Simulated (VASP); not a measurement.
# Mg6TiMo (Amm2) in VASP: reference runs, part 2 of 2

VASP 6.6.1.

## Step 3: Single point, PBE (atoms moved at random, drawn with an rms of 0.05 Å)

INCAR

```
SYSTEM = Mg6TiMo
PREC = Accurate ; ENCUT = 520
EDIFF = 1E-7 ; ISMEAR = -1
SIGMA = 0.05 ; LREAL = .False.
LASPH = .True. ; NELM = 80
ALGO = Normal ; ISIF = 2
LWAVE = .False. ; LCHARG = .False.
GGA = PE ; NBANDS = 29
```

KPOINTS

```
regular mesh
0
Gamma
  6 5 5
  0 0 0
```

POSCAR

```
Mg6TiMo
1.0
    4.7746420000      0.0000000000      0.0000000000
    0.0000000000      3.0096820000      5.5410820000
    0.0000000000     -3.0096820000      5.5410820000
Mo Ti Mg
1 1 6
Direct
    0.5065420000      0.7044120000      0.6981730000
    0.0020960000      0.8037970000      0.8075820000
    0.4993980000      0.1709390000      0.1735210000
    0.4906570000      0.6857380000      0.1668240000
    0.5019790000      0.1637250000      0.6829680000
    0.0023070000      0.3404820000      0.3200380000
    0.0002350000      0.8206230000      0.3295890000
   -0.0023760000      0.3297500000      0.8156670000
```

Potentials or basis: VASP PAW PBE potentials, release 64 (Mo_sv, Ti_sv, Mg).

Launch:

```sh
$ cat potpaw_PBE.64/Mo_sv/POTCAR potpaw_PBE.64/Ti_sv/POTCAR potpaw_PBE.64/Mg/POTCAR > POTCAR
$ mpirun -np 1 vasp_std > vasp.out
```

OUTCAR:

```text
SYSTEM = Mg6TiMo
   PREC = Accurate
   ENCUT = 520
   EDIFF = 1E-7
   ISMEAR = -1
   LREAL = .False.
   LASPH = .True.
   NELM = 80
   ISIF = 2
   GGA = PE

 ion  position               nearest neighbor table
   1  0.507  0.704  0.698-   2 2.63   2 2.67   5 2.85   4 2.89   3 3.00   3 3.05   7 3.10   8 3.12
                             7 3.15   8 3.18   4 3.42   5 3.46
   2  0.002  0.804  0.808-   1 2.63   1 2.67   6 2.95   7 2.96   8 2.96   4 3.05   5 3.09   5 3.09
                             6 3.09   4 3.13
   3  0.499  0.171  0.174-   6 2.95   6 2.97   1 3.00   7 3.03   7 3.03   8 3.05   1 3.05   8 3.06
                             4 3.08   5 3.12   5 3.19   4 3.22
   4  0.491  0.686  0.167-   7 2.87   1 2.89   5 2.90   7 2.94   6 2.97   2 3.05   6 3.06   3 3.08
                             5 3.13   2 3.13   3 3.22   1 3.42
   5  0.502  0.164  0.683-   1 2.85   8 2.89   4 2.90   8 2.92   6 3.07   6 3.07   2 3.09   2 3.09
                             3 3.12   4 3.13   3 3.19   1 3.46
   6  0.002  0.340  0.320-   2 2.95   3 2.95   4 2.97   3 2.97   4 3.06   7 3.06   5 3.07   5 3.07
                             8 3.09   2 3.09   8 3.22   7 3.25
   7  0.000  0.821  0.330-   4 2.87   8 2.94   4 2.94   2 2.96   3 3.03   3 3.03   6 3.06   8 3.08
                             1 3.10   1 3.15   6 3.25
   8  0.998  0.330  0.816-   5 2.89   5 2.92   7 2.94   2 2.96   3 3.05   3 3.06   7 3.08   6 3.09
                             1 3.12   1 3.18   6 3.22

  LATTYP: Found a base centered orthorhombic cell.
 ALAT       =     6.0193640000
 B/A-ratio  =     1.8410855366
 C/A-ratio  =     0.7932137016

  Lattice vectors:

 A1 = (   0.0000000000,   3.0096820000,  -5.5410820000)
 A2 = (   0.0000000000,   3.0096820000,   5.5410820000)
 A3 = (   4.7746420000,   0.0000000000,   0.0000000000)

Analysis of symmetry for initial positions (statically):
=====================================================================
 Subroutine PRICEL returns:
 Original cell was already a primitive cell.

 Routine SETGRP: Setting up the symmetry group for a
 base centered orthorhombic supercell.

 Subroutine GETGRP returns: Found  1 space group operations
 (whereof  1 operations were pure point group operations)
 out of a pool of  8 trial point group operations.

The static configuration has the point symmetry C_1 .

Analysis of symmetry for dynamics (positions and initial velocities):
=====================================================================
 Subroutine PRICEL returns:
 Original cell was already a primitive cell.

 Routine SETGRP: Setting up the symmetry group for a
 base centered orthorhombic supercell.

 Subroutine GETGRP returns: Found  1 space group operations
 (whereof  1 operations were pure point group operations)
 out of a pool of  8 trial point group operations.

The dynamic configuration has the point symmetry C_1 .

 Subroutine INISYM returns: Found  1 space group operations
 (whereof  1 operations are pure point group operations),
 and found     1 'primitive' translations

----------------------------------------------------------------------------------------

                                     Primitive cell

  volume of cell :     159.2524

  direct lattice vectors                    reciprocal lattice vectors
[... 55 lines left out ...]
            Coordinates               Weight
  0.000000  0.000000  0.000000      1.000000
  0.166667  0.000000  0.000000      2.000000
  0.333333  0.000000  0.000000      2.000000
  0.500000  0.000000  0.000000      1.000000
  0.000000  0.200000 -0.000000      2.000000
  0.000000  0.000000 -0.200000      2.000000
[... 16 lines left out ...]
  0.333333  0.400000 -0.000000      2.000000
  0.333333 -0.400000  0.000000      2.000000
 [... further k-points ...]
   k-points           NKPTS =     76   k-points in BZ     NKDIM =     76   number of bands    NBANDS=     29
   number of dos      NEDOS =    301   number of ions     NIONS =      8
   total plane-waves  NPLWV =  82944
   dimension x,y,z NGX =    36 NGY =   48 NGZ =   48
   dimension x,y,z NGXF=    72 NGYF=   96 NGZF=   96
   ions per type =               1   1   6
   NGX,Y,Z   is equivalent  to a cutoff of  12.53, 12.65, 12.65 a.u.
   NGXF,Y,Z  is equivalent  to a cutoff of  25.07, 25.31, 25.31 a.u.
 SYSTEM =  Mg6TiMo
   PREC   = accura    normal or accurate (medium, high low for compatibility)
   ISTART =      0    job   : 0-new  1-cont  2-samecut
   ICHARG =      2    charge: 1-file 2-atom 10-const
   ISPIN  =      1    spin polarized calculation?
   LNONCOLLINEAR =      F non collinear calculations
   LSORBIT =      F    spin-orbit coupling
   LASPH  =      T    aspherical Exc in radial PAW
   ENCUT  =  520.0 eV  38.22 Ry    6.18 a.u.   8.88 11.72 11.72*2*pi/ulx,y,z
   NELM   =     80;   NELMIN=  2; NELMDL= -5     # of ELM steps
   EDIFF  = 0.1E-06   stopping-criterion for ELM
   LREAL  =      F    real-space projection
   EDIFFG = 0.1E-05   stopping-criterion for IOM
   NSW    =      0    number of steps for IOM
   IBRION =     -1    ionic relax: 0-MD 1-quasi-New 2-CG
   NFREE  =      0    steps in history (QN), initial steepest desc. (CG)
   ISIF   =      2    stress and relaxation
   ISYM   =      2    0-nonsym 1-usesym 2-fastsym
   POTIM  = 0.5000    time-step for ionic-motion
   TEBEG  =    0.0;   TEEND  =   0.0 temperature during run
   PSTRESS=    0.0 pullay stress
   NELECT =      38.0000    total number of electrons
   NUPDOWN=      -1.0000    fix difference up-down
   EMIN   =  10.00;   EMAX   =-10.00  energy-range for DOS
   EFERMI =   0.00;   METHOD = LEGACY
   ISMEAR =    -1;   SIGMA  =   0.05  broadening in eV -4-tet -1-fermi 0-gaus
   EFERMI_NEDOS =   21; number of points for ismear=-14 and -15
   IALGO  =     38    algorithm
   IMIX   =      4    mixing-type and parameters
     AMIX     =   0.40;   BMIX     =  1.00
     AMIX_MAG =   1.60;   BMIX_MAG =  1.00
  volume/ion in A,a.u.               =      19.91       134.34
  Fermi-wavevector in a.u.,A,eV,Ry     =   1.015408  1.918843 14.028341  1.031054
  Thomas-Fermi vector in A             =   2.148692
   LORBIT       =      0    0 simple, 1 ext, 2 COOP (PROOUT), +10 PAW based schemes
   GGA     = PE    functional components
   LHFCALC =     F    Hartree Fock is set to
   AEXX    =    0.0000 exact exchange contribution
   IVDW    =     0    specifies the selected vdW correction
   LEPSILON=     F    determine dielectric tensor
   LRPA    =     F    only Hartree local field effects (RPA)
 non-spin polarized calculation
  energy-cutoff  :      520.00
  volume of cell :      159.25
 maximum number of plane-waves:      4319
   NGX = 17   NGY = 23   NGZ = 23

 number of electron      37.9999997 magnetization

 Free energy of the ion-electron system (eV)
  ---------------------------------------------------
  ext. energy  EPLUGINS =         0.00000000
  ---------------------------------------------------
  free energy    TOTEN  =       -26.33387327 eV

  energy without entropy =      -26.29145626  energy(sigma->0) =      -26.31266477

 E-fermi :   4.2862     XC(G=0):  -9.5467

 val. band max:        4.2600838077   @ k =   0.1667  -0.2000  -0.2000
 cond. band min:       4.2960705293   @ k =   0.5000  -0.2000   0.2000
 fundamental gap:      0.0359867216
 Fermi energy:         4.2862134668

 k-point     1 :       0.0000    0.0000    0.0000
  band No.  band energies     occupation
      1     -56.0724      2.00000
      2     -52.6128      2.00000
      3     -30.2359      2.00000
      4     -30.1966      2.00000
      5     -30.1637      2.00000
      6     -28.9097      2.00000
[... 757 lines left out ...]
     28       7.7452      0.00000
     29       8.1114      0.00000

 [... further k-points ...]
[... 5 lines left out ...]
  --------------------------------------------------------------------------------------
  -------------------------------------------------------------------------------------
  Total        0.6549147      0.1273701     -0.0969444      0.1103596      0.1861150     -0.0621337
  in kB        6.5888459      1.2814216     -0.9753204      1.1102856      1.8724311     -0.6251037
  external PRESSURE =       2.2983157 kB  Pullay stress =       0.0000000 kB

 VOLUME and BASIS-vectors are now :
 -----------------------------------------------------------------------------
  energy-cutoff  :      520.00
  volume of cell :      159.25
      direct lattice vectors                 reciprocal lattice vectors
     4.774642000  0.000000000  0.000000000     0.209439786  0.000000000  0.000000000
     0.000000000  3.009682000  5.541082000     0.000000000  0.166130508  0.090235084
     0.000000000 -3.009682000  5.541082000     0.000000000 -0.166130508  0.090235084

 POSITION                                       TOTAL-FORCE (eV/Angst)
 -----------------------------------------------------------------------------------
      2.41856      0.01878      7.77184        -0.091138     -0.184736     -0.046286
      0.01001     -0.01139      8.92878        -0.023176      0.246627     -0.457635
      2.38445     -0.00777      1.90868         0.029348      0.097260      0.118127
      2.34271      1.56177      4.72412         0.248503     -0.121769      0.006168
      2.39677     -1.56276      4.69160        -0.033068      0.198566      0.073231
      0.01102      0.06153      3.66000        -0.120478     -0.242120     -0.082831
      0.00112      1.47786      6.37342        -0.094111     -0.175461      0.187015
      4.76330     -1.46246      6.34685         0.084121      0.181633      0.202210
 -----------------------------------------------------------------------------------
    total drift:                                0.000240      0.000056     -0.000197

  FREE ENERGIE OF THE ION-ELECTRON SYSTEM (eV)
  ---------------------------------------------------
  free  energy   TOTEN  =       -26.3338732749 eV

  energy  without entropy=      -26.2914562603  energy(sigma->0) =      -26.31266477
```

It took 3.9 min on 1 thread of Intel Xeon 6975P-C (Granite Rapids), shared host; peak memory 0.51 GiB.

What came out:

```yaml
Free_energy: -26.3339 eV
Pressure: 0.2 GPa
Largest_force: 0.520 eV/Å
Band_gap_on_the_k_mesh: none (metal or under the smearing width)
```

Forces in eV/Å, atoms in the order of the input:
```
Mo  -0.091 -0.185 -0.046
Ti  -0.023  0.247 -0.458
Mg   0.029  0.097  0.118
Mg   0.249 -0.122  0.006
Mg  -0.033  0.199  0.073
Mg  -0.120 -0.242 -0.083
Mg  -0.094 -0.175  0.187
Mg   0.084  0.182  0.202
```

Stress tensor (GPa, compression positive):
```
 0.66  0.11 -0.06
 0.11  0.13  0.19
-0.06  0.19 -0.10
```
